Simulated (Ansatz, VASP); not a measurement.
**Cross-check of ZnCo3 between VASP and Ansatz**

Wanted: the spread between two codes on one cell, functional and k mesh. The cell is taken from a series of runs on this material, whose earlier steps may have relaxed, scaled, displaced or heated it; both programs get it as it stands.

Method: plane waves, with VASP 6.6.1 beside it; single point at PBEsol, in Ansatz 0.2.0.

## (1) The starting structure

The structure is cubic, space group Fm-3m (No. 225). The conventional cell has a = 5.689 Å, b = 5.689 Å, c = 5.689 Å, α = 90.00°, β = 90.00°, γ = 90.00°. Nearest to Zn lie 8 Co at 2.46 Å. Nearest to Co lie 4 Zn at 2.46 Å and 4 Co at 2.46 Å. Co has 8 Co at 2.46 Å nearest. Farther neighbours are not listed.

## (2) Ansatz: single point, PBEsol, pair 1

Ansatz runs on its PAW soft_1 files.

A single point gives forces, pressure and levels at one fixed geometry, so differences don't come from the geometry; what else differs is listed under the comparison.

Input file input.yaml:

```yaml
crystal:
  lattice:
    - [0.0, 2.844629, 2.844629]
    - [2.844629, 0.0, 2.844629]
    - [2.844629, 2.844629, 0.0]
  atoms:
    - { symbol: Zn, position: [0.0, 0.0, 0.0] }
    - { symbol: Co, position: [0.25, 0.25, 0.25], spin: 2.0 }
    - { symbol: Co, position: [0.75, 0.75, 0.75], spin: 2.0 }
    - { symbol: Co, position: [0.5, 0.5, 0.5], spin: 2.0 }
magnetization:
  spin_polarized: true
kpoints:
  mp_grid: { grid: [12, 12, 12] }
hamiltonian:
  xc: pbesol
  pseudopotentials: { kind: paw, azcp: { folder: soft_1 }, xc_functional: pbe }
scf:
  occupations: { method: fermi_dirac, width: 0.1 }
  lower_state_search: "off"
checkpoint:
  write: ground.run
  compress: false
  write_wavefunctions: false
  write_every: 100000
```

On the command line:

```console
> ansatz run input.yaml --threads 4 --pin off --max-ram 8192MiB --backend cpu --events-out ev --progress --plain --runs-dir out
```

Numbers of over 12 decimals in the logs are rounded to 6 here.

What it wrote:

```text
Engine: ansatz 0.2.0, aarch64-unknown-linux-gnu
Pseudopotentials: kind: paw
Pseudopotential: Zn, paw, valence charge 12, recommended cutoff 420 eV (normal), soft_1/Zn.paw.azcp
Pseudopotential: Co, paw, valence charge 17, recommended cutoff 420 eV (normal), soft_1/Co.paw.azcp
Functional definition: PBEsol
  exchange = pbesol_x
  correlation = pbesol_c
Crystal: 4 atoms, lattice volume = 46.037 Å³
Basis set: ecut = 420 eV, 893 PW (Γ)
Bands: 42, of which v1, the nominal top of the filled ones, is band 32 counted from 1 (31 counted from 0)
Symmetry: 48 space group operations
Space group: Fm-3m (ITA 225), of the structure as read, at distance tolerance 3.6e-5 Å
Magnetic group: BNS 225.116 (UNI 1618), of the structure as read, at distance tolerance 3.6e-5 Å
k-points: 72 of 1728
Non-local potential: Zn, projectors of the file, l = 0: 2, l = 1: 2, l = 2: 3, l = 3: 1
Non-local potential: Co, projectors of the file, l = 0: 3, l = 1: 2, l = 2: 3, l = 3: 1
PAW form: soft (Blöchl's): semilocal exchange-correlation on the pseudo side does not see the compensation charge
PAW frozen core: Zn, regenerated for the run's functional, and the local potential with it (the file was generated under x = pbe(κ = 0.804, μ = 0.219515), c = pbe(β = 0.066725))
PAW frozen core: Co, regenerated for the run's functional, and the local potential with it (the file was generated under x = pbe(κ = 0.804, μ = 0.219515), c = pbe(β = 0.066725))
PAW one-centre angular grid: Zn, 590 points (default); XC on 64 Gauss nodes
PAW one-centre angular grid: Co, 590 points (default); XC on 64 Gauss nodes
Initial density: superposition of atomic densities (chi_scale 0.1, normalization cell)
Starting moments: Σ|m| = 6 μB on 3 of 4 sites
Initial wavefunctions: pseudopotential atomic-orbital guess
Functional: x = pbesol(κ = 0.804, μ = 0.123457), c = pbesol(β = 0.046)
SCF iter   1: F=—  HF=-18560.398921 eV  |F-HF|=—  |Δ(HF+E_count)|=         —  Δρ=8.10e-2 (↑5.32e-2 ↓8.10e-2)  dr2=6.07e0  dr2_m=4.58e-1  M=4.568 μB ∫|m|=4.763 μB  β_m=0.30  ethr=3.10e-3  ⟨swp⟩=5.6  Hψ=23589  notcnv=0  defer=26
preconditioner: auto → Kerker (q_TF=auto, 2.875 Å⁻¹)  [metal: Δε(μ)=0.010 eV  Ē_g=9.322 eV  σ=0.100 eV  W_gap=0.02  n_scr=14 (ndim 8)  ℏωp=34.2 eV  f_vac=0.000  D(μ)=5.60/eV (n_scr^D=64)]
spin=Collinear: Kerker preconditioning applied to the charge; magnetization (m = ρ↑ − ρ↓) channel mixes plain (no charge-response kernel on spin).
SCF iter   2: F=—  HF=-18559.885508 eV  |F-HF|=—  |Δ(HF+E_count)|=   5.13e-1  Δρ=4.32e-2 (↑2.78e-2 ↓4.32e-2)  dr2=2.09e0  dr2_m=1.57e-1  M=4.548 μB ∫|m|=4.823 μB  β_m=0.30  ethr=3.10e-3  ⟨swp⟩=2.2  Hψ=11155  notcnv=0  defer=302
SCF iter   3: F=—  HF=-18560.011754 eV  |F-HF|=—  |Δ(HF+E_count)|=   1.26e-1  Δρ=1.13e-1 (↑1.99e-2 ↓1.13e-1)  dr2=6.58e0  dr2_m=1.05e0  M=4.625 μB ∫|m|=4.935 μB  β_m=0.30  ethr=3.10e-3  ⟨swp⟩=2.0  Hψ=8087  notcnv=0  defer=297
SCF iter   4: F=—  HF=-18559.747725 eV  |F-HF|=—  |Δ(HF+E_count)|=   2.64e-1  Δρ=2.19e-2 (↑1.11e-2 ↓2.19e-2)  dr2=4.62e-1  dr2_m=5.52e-2  M=4.497 μB ∫|m|=4.860 μB  β_m=0.30  ethr=3.10e-3  ⟨swp⟩=2.0  Hψ=6754  notcnv=0  defer=297
SCF iter   5: F=—  HF=-18559.660850 eV  |F-HF|=—  |Δ(HF+E_count)|=   8.69e-2  Δρ=4.73e-2 (↑2.18e-2 ↓4.73e-2)  dr2=1.62e0  dr2_m=1.11e-1  M=4.468 μB ∫|m|=4.860 μB  β_m=0.30  ethr=7.33e-4  ⟨swp⟩=3.0  Hψ=11855  notcnv=0  defer=283
SCF iter   6: F=—  HF=-18559.645725 eV  |F-HF|=—  |Δ(HF+E_count)|=   1.51e-2  Δρ=1.22e-2 (↑1.22e-2 ↓1.14e-2)  dr2=6.80e-2  dr2_m=2.94e-2  M=4.530 μB ∫|m|=4.938 μB  β_m=0.30  ethr=7.33e-4  ⟨swp⟩=2.0  Hψ=8088  notcnv=0  defer=281
SCF iter   7: F=—  HF=-18559.663047 eV  |F-HF|=—  |Δ(HF+E_count)|=   1.73e-2  Δρ=1.07e-2 (↑1.07e-2 ↓6.60e-3)  dr2=6.28e-2  dr2_m=1.07e-2  M=4.513 μB ∫|m|=4.938 μB  β_m=0.30  ethr=1.08e-4  ⟨swp⟩=1.4  Hψ=5855  notcnv=0  defer=281
Mixer restart at iter 7: flushing history
spin-set hold released at iteration 7 (site moments contracting): the magnetisation degrees of freedom join the quasi-Newton model from the next iteration; the mixer history was flushed
SCF iter   8: F=—  HF=-18559.674196 eV  |F-HF|=—  |Δ(HF+E_count)|=   1.11e-2  Δρ=2.15e-2 (↑4.98e-3 ↓2.15e-2)  dr2=1.62e-1  dr2_m=5.82e-2  M=4.533 μB ∫|m|=4.968 μB  β_m=0.44  ethr=9.98e-5  ⟨swp⟩=2.0  Hψ=6269  notcnv=0  defer=281  recentre
SCF iter   9: F=—  HF=-18559.674840 eV  |F-HF|=—  |Δ(HF+E_count)|=   6.45e-4  Δρ=8.05e-3 (↑8.05e-3 ↓6.76e-3)  dr2=7.61e-2  dr2_m=1.21e-3  M=4.491 μB ∫|m|=4.940 μB  β_m=0.35  ethr=9.98e-5  ⟨swp⟩=2.0  Hψ=7546  notcnv=0  defer=281
[...]
SCF iter  11: F=—  HF=-18559.673818 eV  |F-HF|=—  |Δ(HF+E_count)|=   5.32e-4  Δρ=6.66e-3 (↑1.86e-3 ↓6.66e-3)  dr2=2.31e-2  dr2_m=3.64e-3  M=4.485 μB ∫|m|=4.962 μB  β_m=0.54  ethr=3.18e-5  ⟨swp⟩=1.2  Hψ=6723  notcnv=0  defer=281
SCF iter  12: F=—  HF=-18559.672908 eV  |F-HF|=—  |Δ(HF+E_count)|=   9.10e-4  Δρ=9.96e-4 (↑3.43e-4 ↓9.96e-4)  dr2=2.77e-4  dr2_m=1.66e-4  M=4.479 μB ∫|m|=4.954 μB  β_m=0.77  ethr=3.18e-5  ⟨swp⟩=1.1  Hψ=5783  notcnv=0  defer=281
SCF iter  13: F=—  HF=-18559.672930 eV  |F-HF|=—  |Δ(HF+E_count)|=   2.12e-5  Δρ=6.62e-4 (↑3.07e-4 ↓6.62e-4)  dr2=3.13e-4  dr2_m=2.28e-5  M=4.475 μB ∫|m|=4.951 μB  β_m=0.79  ethr=4.40e-7  ⟨swp⟩=2.0  Hψ=8410  notcnv=0  defer=281
SCF iter  14: F=—  HF=-18559.672926 eV  |F-HF|=—  |Δ(HF+E_count)|=   3.30e-6  Δρ=2.07e-4 (↑1.89e-4 ↓2.07e-4)  dr2=3.46e-5  dr2_m=6.74e-7  M=4.475 μB ∫|m|=4.952 μB  β_m=0.61  ethr=4.40e-7  ⟨swp⟩=2.0  Hψ=6558  notcnv=0  defer=281
SCF iter  15: F=—  HF=-18559.672913 eV  |F-HF|=—  |Δ(HF+E_count)|=   1.35e-5  Δρ=1.77e-4 (↑4.92e-5 ↓1.77e-4)  dr2=1.67e-5  dr2_m=2.57e-6  M=4.476 μB ∫|m|=4.952 μB  β_m=0.80  ethr=5.50e-8  ⟨swp⟩=2.0  Hψ=7218  notcnv=0  defer=281
SCF iter  16: F=—  HF=-18559.672912 eV  |F-HF|=—  |Δ(HF+E_count)|=   4.84e-7  Δρ=6.79e-5 (↑2.06e-5 ↓6.79e-5)  dr2=2.74e-6  dr2_m=2.95e-7  M=4.475 μB ∫|m|=4.951 μB  β_m=0.79  ethr=2.65e-8  ⟨swp⟩=1.0  Hψ=5767  notcnv=0  defer=281
SCF iter  17: F=—  HF=-18559.672912 eV  |F-HF|=—  |Δ(HF+E_count)|=   1.51e-7  Δρ=3.37e-5 (↑7.08e-6 ↓3.37e-5)  dr2=5.87e-7  dr2_m=9.02e-8  M=4.475 μB ∫|m|=4.951 μB  β_m=0.89  ethr=4.34e-9  ⟨swp⟩=1.6  Hψ=5986  notcnv=0  defer=281
SCF iter  18: F=—  HF=-18559.672912 eV  |F-HF|=—  |Δ(HF+E_count)|=  6.48e-10  Δρ=1.62e-5 (↑7.04e-6 ↓1.62e-5)  dr2=1.68e-7  dr2_m=1.01e-8  M=4.475 μB ∫|m|=4.951 μB  β_m=0.83  ethr=9.32e-10  ⟨swp⟩=1.0  Hψ=5767  notcnv=0  defer=281
SCF iter  19: F=—  HF=-18559.672912 eV  |F-HF|=—  |Δ(HF+E_count)|=   1.38e-8  Δρ=1.31e-5 (↑3.25e-6 ↓1.31e-5)  dr2=1.05e-7  dr2_m=1.06e-8  M=4.475 μB ∫|m|=4.951 μB  β_m=0.81  ethr=1.59e-10  ⟨swp⟩=2.2  Hψ=11278  notcnv=0
SCF iter  20: F=-18559.672912 eV  HF=-18559.672912 eV  |F-HF|=1.78e-9  |Δ(HF+E_count)|=   4.64e-9  Δρ=1.74e-6 (↑5.83e-7 ↓1.74e-6)  dr2=1.77e-9  dr2_m=1.61e-10  M=4.475 μB ∫|m|=4.951 μB  ethr=1.59e-10  ⟨swp⟩=2.0  Hψ=9387  notcnv=0
SCF 1 converged in 20 iterations: F = -18559.672912 eV  dr2 = 1.77e-9
  greatest PAW one-centre occupation: 1.001 electrons in one spin orbital (limit 2), on the Co atom at site 2 (counted from 0), in its partial waves of l = 1
SCF converged after 20 iterations
Magnetization: 4.4749 μB (33.7375 up, 29.2625 down)
Absolute magnetization: 4.9575 μB (∫|ρ↑−ρ↓|, with the PAW one-centre terms)
Spin contamination: 0.0870 ħ² per cell (⟨S²⟩ above its minimum at these occupations)
Per-site moments (μB) at R_I (Å): [(-0.032388, 1.016202), (1.413282, 1.016202), (1.413282, 1.016202), (1.863014, 1.016202)]
Free energy (F): -18559.672912 eV
Harris-Foulkes:  -18559.672912 eV  (|F-HF|=1.78e-9)
Internal energy: -18559.518650 eV  (E = F + TS)
E sigma→0 (E₀):  -18559.595781 eV
Entropy (-TS):   -0.154262 eV (-38.565 meV/atom)
Fermi energy:    16.685977 eV
--- Per-component energies (eV) ---
  E_band       = -709.565830
  E_kinetic    = 1025.466152
  E_local      = -9939.188911  (includes V_loc(G=0)·N_el)
  E_nonlocal   = 2127.482825
  E_hartree    = 4281.719207
  E_xc         = -353.287760
  E_vxc        = -407.247783  (∫ρ·V_xc dr)
  E_paw        = -6475.985934  (= ΣΔE_a)
  E_vpaw       = -2079.515611  (= ΣTr[D̂ρ^β])
  E_aug_tail   = -0.000474  (compensation charges beyond the density's cutoff)
  E_ewald      = -9227.086369
  E_core_change = 1.362615  (= ΣΔE_core)
  E_smearing   = -0.154262  (= −TS)
  E_closure    = 0.000000  (closes the sum)
  Σ components = -18559.672912   (vs F -18559.672912, Δ=0.00e0)
```

## (3) VASP: single point, PBEsol, pair 1

The same cell, functional, mesh and smearing now go to VASP, with its own data sets.

Lines of VASP's logs that name or quote its potential files are left out, and so is its time.

Input file INCAR:

```
SYSTEM = ZnCo3
PREC = Accurate
ENCUT = 520
EDIFF = 1E-06
NELM = 200
ISMEAR = -1
SIGMA = 0.1
LREAL = .FALSE.
ALGO = Normal
GGA = PS
NBANDS = 30
ISPIN = 2
MAGMOM = -0.03 1.41 1.41 1.86
LASPH = .TRUE.
LMAXMIX = 4
LORBIT = 11
LWAVE = .FALSE.
LCHARG = .FALSE.
ISIF = 2
GGA_COMPAT = .FALSE.
KPAR = 2
```

Input file POSCAR:

```
ZnCo3
1.0
    0.0000000000      2.8446290000      2.8446290000
    2.8446290000      0.0000000000      2.8446290000
    2.8446290000      2.8446290000      0.0000000000
Zn Co
1 3
Direct
    0.0000000000      0.0000000000      0.0000000000
    0.2500000000      0.2500000000      0.2500000000
    0.7500000000      0.7500000000      0.7500000000
    0.5000000000      0.5000000000      0.5000000000
```

Input file KPOINTS:

```
Automatic mesh
0
Gamma
12 12 12
0 0 0
```

PAW data sets: Zn and Co (PBE family, release 64).

On the command line:

```console
> mpirun -np 2 vasp_std
```

What it wrote:

```text
[banner, memory and clock lines left out]
running    2 mpi-ranks, on    1 nodes
 distrk:  each k-point on    1 cores,    2 groups
 distr:  one band on    1 cores,    1 groups

 POSCAR found type information on POSCAR ZnCo
 POSCAR found :  2 types and       4 ions
|                                                                             |
|               ----> ADVICE to this user running VASP <----                  |
|                                                                             |
|     You enforced a specific xc type in the INCAR file but a different       |
|     [... a line on the potential file left out ...]
|     I HOPE YOU KNOW WHAT YOU ARE DOING!                                     |
|                                                                             |

 LDA part: xc-table for (Slater+PW92), standard interpolation
 POSCAR, INCAR and KPOINTS ok, starting setup
 FFT: planning ... GRIDC
 FFT: planning ... GRID_SOFT
 FFT: planning ... GRID
 WAVECAR not read
 entering main loop
       N       E                     dE             d eps       ncg     rms          rms(c)
DAV:   1     0.252982517339E+03    0.25298E+03   -0.17575E+04  8888   0.187E+03
DAV:   2    -0.102485918494E+02   -0.26323E+03   -0.24911E+03  8640   0.347E+02
DAV:   3    -0.280477895959E+02   -0.17799E+02   -0.17180E+02  9534   0.114E+02
DAV:   4    -0.283215287430E+02   -0.27374E+00   -0.27351E+00  9702   0.146E+01
DAV:   5    -0.283318579304E+02   -0.10329E-01   -0.10329E-01 12974   0.217E+00    0.197E+01
DAV:   6    -0.279622856077E+02    0.36957E+00   -0.33162E+01  9880   0.894E+01    0.251E+01
DAV:   7    -0.295316375795E+02   -0.15694E+01   -0.17821E+01  9754   0.131E+02    0.309E+01
DAV:   8    -0.246087803846E+02    0.49229E+01   -0.21453E+01 10208   0.554E+01    0.683E+00
DAV:   9    -0.245461257422E+02    0.62655E-01   -0.13115E+00 10272   0.155E+01    0.357E+00
DAV:  10    -0.245848775828E+02   -0.38752E-01   -0.18796E-01  9892   0.611E+00    0.225E+00
DAV:  11    -0.245705305074E+02    0.14347E-01   -0.53858E-02 11234   0.422E+00    0.778E-01
DAV:  12    -0.245711444539E+02   -0.61395E-03   -0.12635E-02 11164   0.994E-01    0.332E-01
DAV:  13    -0.245714643182E+02   -0.31986E-03   -0.10484E-03 12008   0.522E-01    0.160E-01
DAV:  14    -0.245714090359E+02    0.55282E-04   -0.35999E-04 12706   0.365E-01    0.625E-02
DAV:  15    -0.245714158917E+02   -0.68558E-05   -0.54094E-05  9982   0.860E-02    0.357E-02
DAV:  16    -0.245714167622E+02   -0.87051E-06   -0.40286E-06  8256   0.458E-02
   1 F= -.24571417E+02 E0= -.24492580E+02  d E =-.157673E+00  mag=     4.4215
```

OUTCAR, selected parts (step 3):

```text
ion  position               nearest neighbor table
   1  0.000  0.000  0.000-   3 2.46   3 2.46   3 2.46   2 2.46   3 2.46   2 2.46   2 2.46   2 2.46
                             4 2.84   4 2.84   4 2.84   4 2.84   4 2.84   4 2.84
   2  0.250  0.250  0.250-   1 2.46   1 2.46   1 2.46   1 2.46   4 2.46   4 2.46   4 2.46   4 2.46
                             3 2.84   3 2.84   3 2.84   3 2.84   3 2.84   3 2.84
   3  0.750  0.750  0.750-   4 2.46   4 2.46   4 2.46   1 2.46   4 2.46   1 2.46   1 2.46   1 2.46
                             2 2.84   2 2.84   2 2.84   2 2.84   2 2.84   2 2.84
   4  0.500  0.500  0.500-   2 2.46   2 2.46   2 2.46   2 2.46   3 2.46   3 2.46   3 2.46   3 2.46
                             1 2.84   1 2.84   1 2.84   1 2.84   1 2.84   1 2.84

  LATTYP: Found a face centered cubic cell.
 ALAT       =     5.6892580000

 Subroutine GETGRP returns: Found 48 space group operations
 (whereof 48 operations were pure point group operations)

The static configuration has the point symmetry O_h .

 Found     72 irreducible k-points:

   k-points           NKPTS =     72   k-points in BZ     NKDIM =     72   number of bands    NBANDS=     30

   dimension x,y,z NGX =    30 NGY =   30 NGZ =   30
   dimension x,y,z NGXF=    60 NGYF=   60 NGZF=   60

   ENCUT  =  520.0 eV  38.22 Ry    6.18 a.u.   7.48  7.48  7.48*2*pi/ulx,y,z

   NELECT =      39.0000    total number of electrons

 k-points in reciprocal lattice and weights: Automatic mesh
   0.00000000  0.00000000  0.00000000       0.001
   0.08333333  0.00000000  0.00000000       0.005
   0.16666667  0.00000000  0.00000000       0.005
   0.25000000  0.00000000  0.00000000       0.005
   0.33333333  0.00000000  0.00000000       0.005
   0.41666667  0.00000000  0.00000000       0.005
   0.50000000  0.00000000  0.00000000       0.002
   0.08333333  0.08333333  0.00000000       0.003
   0.16666667  0.08333333  0.00000000       0.014
[...]
-0.33333333  0.50000000  0.16666667       0.007
  -0.25000000  0.50000000  0.25000000       0.003

 average (electrostatic) potential at core
       1 -30.8659       2 -80.0635       3 -80.0635       4 -80.5691

 E-fermi :   8.1083

 spin component 1
 k-point     1 :       0.0000    0.0000    0.0000
  band No.  band energies     occupation
    ...
     17       7.0341      0.99998
     18       7.0341      0.99998
     19       7.0895      0.99996
     20       7.0895      0.99996
     21       7.0895      0.99996
     22      14.8218      0.00000
     23      14.8218      0.00000
     24      14.8218      0.00000
     25      14.8561      0.00000
     26      14.8561      0.00000
    ...

 k-point     2 :       0.0833    0.0000    0.0000
  band No.  band energies     occupation
    ...
     17       6.9656      0.99999
     18       6.9656      0.99999
     19       6.9872      0.99999
     20       7.1126      0.99995
     21       7.1126      0.99995
     22      13.0363      0.00000
     23      14.1551      0.00000
     24      14.1551      0.00000
     25      14.9825      0.00000
     26      15.5476      0.00000
    ...

 k-point     3 :       0.1667    0.0000    0.0000
  band No.  band energies     occupation
    ...
     17       6.7283      1.00000
     18       6.8390      1.00000
     19       6.8390      1.00000
     20       7.1098      0.99995
     21       7.1098      0.99995
     22      11.2941      0.00000
     23      13.6276      0.00000
     24      13.6276      0.00000
     25      14.8262      0.00000
     26      15.5662      0.00000
    ...

 k-point     4 :       0.2500    0.0000    0.0000
  band No.  band energies     occupation
    ...
     17       6.4564      1.00000
     18       6.6931      1.00000
     19       6.6931      1.00000
     20       7.0672      0.99997
     21       7.0672      0.99997
     22       9.7902      0.00000
     23      13.2852      0.00000
     24      13.2852      0.00000
     25      14.6822      0.00000
     26      14.9896      0.00000
    ...

 k-point     5 :       0.3333    0.0000    0.0000
  band No.  band energies     occupation
    ...
     17       6.3423      1.00000
     18       6.5707      1.00000
     19       6.5707      1.00000
     20       6.9954      0.99999
     21       6.9954      0.99999
     22       8.5899      0.00803
     23      13.1379      0.00000
     24      13.1379      0.00000
     25      14.3727      0.00000
     26      14.3727      0.00000
    ...

 k-point     6 :       0.4167    0.0000    0.0000
  band No.  band energies     occupation
    ...
     18       6.5074      1.00000
     19       6.5074      1.00000
     20       6.9204      0.99999
     21       6.9204      0.99999
     22       7.7308      0.97758
     23      13.1813      0.00000
     24      13.1813      0.00000
     25      13.8456      0.00000
     26      13.8456      0.00000
     27      14.5182      0.00000
    ...

  Total       -2.4926438     -2.4926438     -2.4926438      0.0000000      0.0000000      0.0000000
  in kB      -86.7488856    -86.7488856    -86.7488856      0.0000000      0.0000000      0.0000000
  external PRESSURE =     -86.7488856 kB  Pullay stress =       0.0000000 kB

  energy-cutoff  :      520.00
  volume of cell :       46.04
      direct lattice vectors                 reciprocal lattice vectors
     0.000000000  2.844629000  2.844629000    -0.175769846  0.175769846  0.175769846
     2.844629000  0.000000000  2.844629000     0.175769846 -0.175769846  0.175769846
     2.844629000  2.844629000  0.000000000     0.175769846  0.175769846 -0.175769846

 POSITION                                       TOTAL-FORCE (eV/Angst)
 -----------------------------------------------------------------------------------
      0.00000      0.00000      0.00000         0.000000     -0.000000     -0.000000
      1.42231      1.42231      1.42231        -0.000000     -0.000000     -0.000000
      4.26694      4.26694      4.26694         0.000000      0.000000      0.000000
      2.84463      2.84463      2.84463         0.000000     -0.000000     -0.000000
 -----------------------------------------------------------------------------------
    total drift:                                0.000000     -0.000000     -0.000000

  FREE ENERGIE OF THE ION-ELECTRON SYSTEM (eV)
  ---------------------------------------------------
  free  energy   TOTEN  =       -24.5714167622 eV

  energy  without entropy=      -24.4137433796  energy(sigma->0) =      -24.49258007

 total charge
# of ion       s       p       d       tot
------------------------------------------
    1        0.630   0.619   9.757  11.007
    2        0.435   0.466   7.312   8.212
    3        0.435   0.466   7.312   8.212
    4        0.475   0.489   7.187   8.151
--------------------------------------------------
tot          1.975   2.040  31.568  35.582

 magnetization (x)
# of ion       s       p       d       tot
------------------------------------------
    1       -0.005  -0.042  -0.004  -0.051
    2       -0.004  -0.027   1.403   1.371
    3       -0.004  -0.027   1.403   1.371
    4       -0.006  -0.035   1.845   1.803
--------------------------------------------------
tot         -0.020  -0.131   4.646   4.495

[... 6 further parts left out ...]
```

The run ends at a pressure of -8.67 GPa.

## (4) Differences

Known differences besides the potentials themselves: VASP starts from the moments at which Ansatz ended; the data sets hold 63 valence electrons in Ansatz (on its PAW soft_1 files) and 39 in VASP; the cutoff is 420 eV in Ansatz and 520 eV in VASP; Ansatz makes its cores anew for this functional, VASP keeps those of its PBE data sets; site moments are counted in spheres of each program's own size. Total energies have different zeros and are not compared.

Compared:

```tsv
quantity	Ansatz	VASP	difference
total moment (μB)	4.47	4.42	+0.05
moment on Co4 (μB)	1.86	1.80	+0.06
moment on Co2 (μB)	1.41	1.37	+0.04
moment on Co3 (μB)	1.41	1.37	+0.04
moment on Zn1 (μB)	-0.03	-0.05	+0.02
```

(Part 1 of 2 ends here.)

[Lines on the potential files, build, host, timing and source positions are cut from VASP's logs without a mark.]

[Logs are printed without paths, hosts, clocks, repeated set-up lines and the standing remarks that a program may print on its own settings, such as how far it seeks lower states.]

[Hosts, paths, dates, database ids (printed as entryN), source tags and the programs' standing remarks are cut or masked in the printed files.]
